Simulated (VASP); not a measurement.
# Lattice vibrations of Tm2SO2

Wanted: whether Tm2SO2 is dynamically stable, and its vibrational spectrum. The start is a cell from a database of measured crystal structures.

Program: VASP 6.6.1. Level of theory: r2SCAN, 4f electrons in the core; plane waves and PAW (Tm_3, S, O). Results are calculated unless marked as measured.

## (1) Starting point

It takes space group P-3m1 (No. 164, trigonal). The conventional cell has a = 3.743 Å, b = 3.743 Å, c = 6.523 Å, α = 90.00°, β = 90.00°, γ = 120.00°. Nearest to Tm lie 4 O at 2.24 to 2.26 Å and 3 S at 2.84 Å. Nearest to S lie 6 Tm at 2.84 Å. Nearest to O lie 4 Tm at 2.24 to 2.26 Å. Farther neighbours and most contacts between anions are not listed.

As a file:

```
Tm S O
1.0
     3.74300    0.00000    0.00000
    -1.87150    3.24153    0.00000
     0.00000    0.00000    6.52300
Tm S O
2 1 2
Direct
  0.66667 0.33333 0.71820
  0.33333 0.66667 0.28180
  0.00000 0.00000 0.00000
  0.66667 0.33333 0.37100
  0.33333 0.66667 0.62900
```

## (2) Relax the host

The later steps need the crystal at this functional's own lattice; a raised cutoff keeps the stress reliable while the cell changes.

File INCAR:

```
SYSTEM = Tm2SO2
PREC = Accurate
ENCUT = 520
EDIFF = 1E-06
NELM = 120
ISMEAR = 0
SIGMA = 0.05
LREAL = .FALSE.
ALGO = Normal
METAGGA = R2SCAN
LASPH = .TRUE.
NBANDS = 24
LORBIT = 11
LWAVE = .FALSE.
LCHARG = .FALSE.
KPAR = 4
IBRION = 2
NSW = 40
ISIF = 3
EDIFFG = -0.02
POTIM = 0.4
```

File POSCAR:

```
Tm2SO2
1.0
    3.7430000000      0.0000000000      0.0000000000
   -1.8715000000      3.2415330864      0.0000000000
    0.0000000000      0.0000000000      6.5230000000
Tm S O
2 1 2
Direct
    0.6666666667      0.3333333333      0.7182000000
    0.3333333333      0.6666666667      0.2818000000
    0.0000000000      0.0000000000      0.0000000000
    0.6666666667      0.3333333333      0.3710000000
    0.3333333333      0.6666666667      0.6290000000
```

File KPOINTS:

```
Automatic mesh
0
Gamma
6 6 3
0 0 0
```

The projector-augmented-wave data sets are Tm_3, S and O (PBE family, release 64).

Launch:

```bash
> mpirun -np 4 vasp_std
```

The log of the run:

```text
[banner, memory and clock lines left out]
running    4 mpi-ranks, on    1 nodes
 distrk:  each k-point on    1 cores,    4 groups
 distr:  one band on    1 cores,    1 groups

 POSCAR found type information on POSCAR TmS O
 POSCAR found :  3 types and       5 ions
|                                                                             |
|               ----> ADVICE to this user running VASP <----                  |
|                                                                             |
|     You enforced a specific xc type in the INCAR file but a different       |
|     [... a line on the potential file left out ...]
|     I HOPE YOU KNOW WHAT YOU ARE DOING!                                     |
|                                                                             |

 LDA part: xc-table for (None), standard interpolation
 POSCAR, INCAR and KPOINTS ok, starting setup
 FFT: planning ... GRIDC
 FFT: planning ... GRID_SOFT
 FFT: planning ... GRID
 WAVECAR not read
 entering main loop
       N       E                     dE             d eps       ncg     rms          rms(c)
DAV:   1     0.303361237205E+03    0.30336E+03   -0.16363E+04   824   0.153E+03
DAV:   2    -0.377394702524E+02   -0.34110E+03   -0.33294E+03   928   0.507E+02
DAV:   3    -0.116113118822E+03   -0.78374E+02   -0.75892E+02  1352   0.153E+02
DAV:   4    -0.119788648977E+03   -0.36755E+01   -0.36686E+01  1336   0.402E+01
DAV:   5    -0.119812318744E+03   -0.23670E-01   -0.23663E-01  1264   0.400E+00    0.393E+01
DAV:   6    -0.107828207106E+03    0.11984E+02   -0.17275E+01  1240   0.351E+01    0.261E+01
DAV:   7    -0.108179589659E+03   -0.35138E+00   -0.16670E+00  1336   0.925E+00    0.109E+01
DAV:   8    -0.108203074995E+03   -0.23485E-01   -0.38369E-01  1144   0.486E+00    0.121E+00
DAV:   9    -0.108193942642E+03    0.91324E-02   -0.19314E-01  1224   0.300E+00    0.756E-01
DAV:  10    -0.108189506656E+03    0.44360E-02   -0.31391E-02  1208   0.137E+00    0.766E-02
DAV:  11    -0.108189629198E+03   -0.12254E-03   -0.20487E-03  1120   0.353E-01    0.690E-02
DAV:  12    -0.108189655979E+03   -0.26781E-04   -0.22267E-04  1208   0.111E-01    0.301E-02
DAV:  13    -0.108189658559E+03   -0.25793E-05   -0.26642E-05  1264   0.453E-02    0.102E-02
DAV:  14    -0.108189661159E+03   -0.26002E-05   -0.44309E-06   976   0.150E-02    0.271E-03
DAV:  15    -0.108189659665E+03    0.14943E-05   -0.91754E-07   736   0.924E-03    0.321E-03
DAV:  16    -0.108189660029E+03   -0.36449E-06   -0.17510E-07   704   0.570E-03
   1 F= -.10818966E+03 E0= -.10818966E+03  d E =-.108190E+03
 curvature:   0.00 expect dE= 0.000E+00 dE for cont linesearch  0.000E+00
 trial: gam= 0.00000 g(F)=  0.155E-01 g(S)=  0.543E-01 ort = 0.000E+00 (trialstep = 0.100E+01)
 search vector abs. value=  0.698E-01
 bond charge predicted
       N       E                     dE             d eps       ncg     rms          rms(c)
DAV:   1    -0.108386786729E+03   -0.19713E+00   -0.54997E+00  1200   0.222E+01    0.547E+00
DAV:   2    -0.108230693111E+03    0.15609E+00   -0.83535E-01  1032   0.642E+00    0.187E+00
DAV:   3    -0.108206985464E+03    0.23708E-01   -0.47936E-02  1248   0.235E+00    0.932E-01
DAV:   4    -0.108201428980E+03    0.55565E-02   -0.16650E-02  1320   0.129E+00    0.613E-01
DAV:   5    -0.108201312328E+03    0.11665E-03   -0.43367E-03  1112   0.490E-01    0.226E-01
DAV:   6    -0.108201233303E+03    0.79025E-04   -0.63269E-04  1264   0.269E-01    0.747E-02
DAV:   7    -0.108201189576E+03    0.43727E-04   -0.22756E-04  1128   0.108E-01    0.142E-02
DAV:   8    -0.108201189264E+03    0.31205E-06   -0.23376E-05  1216   0.350E-02    0.481E-03
DAV:   9    -0.108201189058E+03    0.20631E-06   -0.22993E-06   872   0.140E-02
   2 F= -.10820119E+03 E0= -.10820119E+03  d E =-.115290E-01
[...]
3 F= -.10821118E+03 E0= -.10821118E+03  d E =-.215196E-01
[...]
4 F= -.10821117E+03 E0= -.10821117E+03  d E =-.215135E-01
 curvature:  -0.30 expect dE=-0.199E-03 dE for cont linesearch -0.834E-06
 ZBRENT: accuracy reached
 trial: gam= 0.00324 g(F)=  0.453E-03 g(S)=  0.216E-03 ort = 0.442E-03 (trialstep = 0.918E+00)
 search vector abs. value=  0.672E-03
 bond charge predicted
       N       E                     dE             d eps       ncg     rms          rms(c)
DAV:   1    -0.108211645273E+03   -0.47204E-03   -0.36971E-02  1232   0.207E+00    0.168E-01
DAV:   2    -0.108211600699E+03    0.44574E-04   -0.33123E-03  1008   0.385E-01    0.619E-02
DAV:   3    -0.108211539640E+03    0.61058E-04   -0.16569E-04  1352   0.118E-01    0.238E-02
DAV:   4    -0.108211527493E+03    0.12147E-04   -0.31084E-05  1368   0.570E-02    0.166E-02
DAV:   5    -0.108211525657E+03    0.18364E-05   -0.93933E-06  1176   0.225E-02    0.960E-03
DAV:   6    -0.108211525879E+03   -0.22243E-06   -0.60707E-07   632   0.868E-03
   5 F= -.10821153E+03 E0= -.10821153E+03  d E =-.352371E-03
 trial-energy change:   -0.000352  1 .order   -0.000381   -0.000615   -0.000147
 step:   1.2052(harm=  1.2052)  dis= 0.00363  next Energy=  -108.211577 (dE=-0.404E-03)
 reached required accuracy - stopping structural energy minimisation
```

Run time: 3.1 min. Hardware: 4 MPI ranks of AMD EPYC 7R43, shared host; peak memory 0.81 GiB.

The logs omit lines about the potential files and the build; timing stands in the text.

OUTCAR, selected parts (step 2):

```text
ion  position               nearest neighbor table
   1  0.667  0.333  0.718-   5 2.24   5 2.24   5 2.24   4 2.26   3 2.84   3 2.84   3 2.84   2 3.57
                             2 3.57   2 3.57
   2  0.333  0.667  0.282-   4 2.24   4 2.24   4 2.24   5 2.26   3 2.84   3 2.84   3 2.84   1 3.57
                             1 3.57   1 3.57
   3  0.000  0.000  0.000-   1 2.84   2 2.84   1 2.84   2 2.84   1 2.84   2 2.84
   4  0.667  0.333  0.371-   2 2.24   2 2.24   2 2.24   1 2.26
   5  0.333  0.667  0.629-   1 2.24   1 2.24   1 2.24   2 2.26

  LATTYP: Found a hexagonal cell.
 ALAT       =     3.7430000000
 C/A-ratio  =     1.7427197435

 Subroutine GETGRP returns: Found 12 space group operations
 (whereof 12 operations were pure point group operations)

The static configuration has the point symmetry D_3d.

 Found     17 irreducible k-points:

   k-points           NKPTS =     17   k-points in BZ     NKDIM =     17   number of bands    NBANDS=     24

   dimension x,y,z NGX =    28 NGY =   28 NGZ =   50
   dimension x,y,z NGXF=    56 NGYF=   56 NGZF=  100

   ENCUT  =  520.0 eV  38.22 Ry    6.18 a.u.   6.96  6.96 12.13*2*pi/ulx,y,z

   NELECT =      36.0000    total number of electrons

 k-points in reciprocal lattice and weights: Automatic mesh
   0.00000000  0.00000000  0.00000000       0.009
   0.16666667  0.00000000  0.00000000       0.056
   0.33333333  0.00000000  0.00000000       0.056
   0.50000000  0.00000000  0.00000000       0.028
   0.16666667  0.16666667  0.00000000       0.056
   0.33333333  0.16666667  0.00000000       0.111
   0.33333333  0.33333333  0.00000000       0.019
   0.00000000  0.00000000  0.33333333       0.019
   0.16666667  0.00000000  0.33333333       0.056
[...]
-0.16666667  0.50000000  0.33333333       0.111
   0.33333333  0.33333333  0.33333333       0.037

 average (electrostatic) potential at core
       1 -36.2737       2 -36.2737       3 -89.3064       4 -74.4132       5 -74.4132

 E-fermi :   3.2695

 k-point     1 :       0.0000    0.0000    0.0000
  band No.  band energies     occupation
    ...
     14      -0.2541      2.00000
     15      -0.2541      2.00000
     16       2.5974      2.00000
     17       2.9602      2.00000
     18       2.9602      2.00000
     19       6.6227      0.00000
     20       8.1208      0.00000
     21       8.1208      0.00000
     22       8.7323      0.00000
     23      10.0660      0.00000
    ...

 k-point     2 :       0.1667    0.0000    0.0000
  band No.  band energies     occupation
    ...
     14       0.0647      2.00000
     15       0.3895      2.00000
     16       1.8908      2.00000
     17       2.3692      2.00000
     18       2.6559      2.00000
     19       7.2635      0.00000
     20       8.2262      0.00000
     21       8.7064      0.00000
     22       9.6186      0.00000
     23       9.6636      0.00000
    ...

 k-point     3 :       0.3333    0.0000    0.0000
  band No.  band energies     occupation
    ...
     14       0.5613      2.00000
     15       0.7470      2.00000
     16       0.9886      2.00000
     17       1.8724      2.00000
     18       2.1864      2.00000
     19       7.3861      0.00000
     20       8.8233      0.00000
     21       9.2581      0.00000
     22       9.5197      0.00000
     23       9.7623      0.00000
    ...

  Total       -0.0221441     -0.0221441      0.0468351      0.0000000      0.0000000     -0.0000000
  in kB       -0.4571386     -0.4571386      0.9668526      0.0000000      0.0000000     -0.0000000
  external PRESSURE =       0.0175252 kB  Pullay stress =       0.0000000 kB

  energy-cutoff  :      520.00
  volume of cell :       77.61
      direct lattice vectors                 reciprocal lattice vectors
     3.715758644  0.000000000 -0.000000000     0.269124046  0.155378840  0.000000000
    -1.857879322  3.217941380  0.000000000    -0.000000000  0.310757681 -0.000000000
    -0.000000000  0.000000000  6.490766830     0.000000000  0.000000000  0.154065001

 POSITION                                       TOTAL-FORCE (eV/Angst)
 -----------------------------------------------------------------------------------
      1.85788      1.07265      4.64887         0.000000     -0.000000     -0.018040
     -0.00000      2.14529      1.84190        -0.000000      0.000000      0.018040
      3.71576      0.00000     -0.00000        -0.000000      0.000000     -0.000000
      1.85788      1.07265      2.40695        -0.000000      0.000000      0.013800
     -0.00000      2.14529      4.08382         0.000000     -0.000000     -0.013800
 -----------------------------------------------------------------------------------
    total drift:                                0.000000     -0.000000     -0.000000

  FREE ENERGIE OF THE ION-ELECTRON SYSTEM (eV)
  ---------------------------------------------------
  free  energy   TOTEN  =      -108.2115258792 eV

  energy  without entropy=     -108.2115258792  energy(sigma->0) =     -108.21152588

 reached required accuracy - stopping structural energy minimisation

 total charge
# of ion       s       p       d       tot
------------------------------------------
    1        0.400   7.022   1.275   8.697
    2        0.400   7.022   1.275   8.697
    3        1.302   2.550   0.000   3.852
    4        1.562   3.545   0.000   5.107
    5        1.562   3.545   0.000   5.107
--------------------------------------------------
tot          5.227  23.683   2.550  31.461

[... 3 further parts left out ...]
```

The data set Tm_3 holds the 4f electrons frozen in the core, so no f bands or f moments appear. The gap is read on the k-mesh alone, so it is an upper bound where the band edges lie off the mesh. The PAW data sets were made with PBE, which is usual practice but a small mismatch for other functionals. The run keeps the 12 symmetry operations of its start, so it cannot find a distortion of lower symmetry.

The steps of the relaxation:

```
step  energy less that of the first step (eV)  largest force (eV/Å)  pressure (GPa)  volume (Å³)
   1                                   0.0000                0.4460           -3.09        79.14
   2                                  -0.0115                0.1992            2.56        76.38
   3                                  -0.0215                0.0689            0.20        77.47
   4                                  -0.0215                0.0766            0.14        77.51
   5                                  -0.0219                0.0180            0.00        77.61
```

```
conventional cell, symmetrised  before  after  change
                         a (Å)   3.743  3.716  -0.7 %
                         b (Å)   3.743  3.716  -0.7 %
                         c (Å)   6.523  6.491  -0.5 %
              volume (Å³/atom)   15.83  15.52  -1.9 %
```

The atoms that moved most (Å, as changes of fractional coordinates times the final cell):

```
atom     dx     dy      dz  length
 Tm2  0.000  0.000   0.013   0.013
 Tm1  0.000  0.000  -0.013   0.013
```

The relaxed structure:

```xyz
5
Lattice="3.7158 0.0000 0.0000 -1.8579 3.2179 0.0000 0.0000 0.0000 6.4908" Properties=species:S:1:pos:R:3 pbc="T T T"
Tm    1.8579    1.0726    4.6489
Tm    0.0000    2.1453    1.8419
S     0.0000    0.0000    0.0000
O     1.8579    1.0726    2.4069
O     0.0000    2.1453    4.0838
```

A gap read on the k-mesh alone can miss the band edges.

Numbers from this step:

| Item | Value |
| --- | --- |
| electronic cycles | 44 |
| electrons | 36 |
| free energy (TOTEN) | -108.2115 eV |
| Fermi energy | 3.269 eV |
| pressure | 0.001753 GPa |
| labelled metallic, from the levels on this mesh | no |
| gap on the k-mesh | 3.496 eV |
| least direct gap on the k-mesh | 3.663 eV |

The run ended after 5 ionic steps, 0.022 eV below its first step, once forces and stress met EDIFFG = -0.02.

[end of part 1 of 2]

[Lines on the potential files, build, host, timing and source positions are cut from VASP's logs without a mark.]

[Logs are printed without paths, hosts, clocks, repeated set-up lines and the standing remarks that a program may print on its own settings, such as how far it seeks lower states.]

[Hosts, paths, dates, database ids (printed as entryN), source tags and the programs' standing remarks are cut or masked in the printed files.]

[Runs that stopped without an error message from VASP are left out.]
